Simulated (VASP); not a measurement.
Runs of VASP 6.6.1 on AlNi3. Symmetry: Pm-3m, No. 221, cubic system. Conventional cell: a = 3.565 Å, b = 3.565 Å, c = 3.565 Å, α = 90.00°, β = 90.00°, γ = 90.00°. Al (site symmetry m-3m) has 12 Ni at 2.52 Å as nearest neighbours. Ni (site symmetry 4/mmm) is surrounded by 4 Al at 2.52 Å and 8 Ni at 2.52 Å. The cell is a database's computed one.

```csv
cell,gap on the mesh (eV),pressure (GPa)
"Pm-3m, 11.32 Å³/atom",none,0.0
"Pm-3m, 10.87 Å³/atom",none,(a)
"Pm-3m, 10.93 Å³/atom",none,7.0
"Pm-3m, 11.1 Å³/atom",none,3.9
```

Alike in all rows: task single point; level PBE; potentials or basis VASP PAW PBE potentials, release 64 (Al, Ni); no spin polarisation; k mesh 12 × 12 × 12; cutoff (eV) 520; smearing gaussian 0.05 eV.

**Question.** Estimate the missing entries.

**Answer.** (a) 8.2.

A gap of «none» marks a metal or a gap under the smearing width.
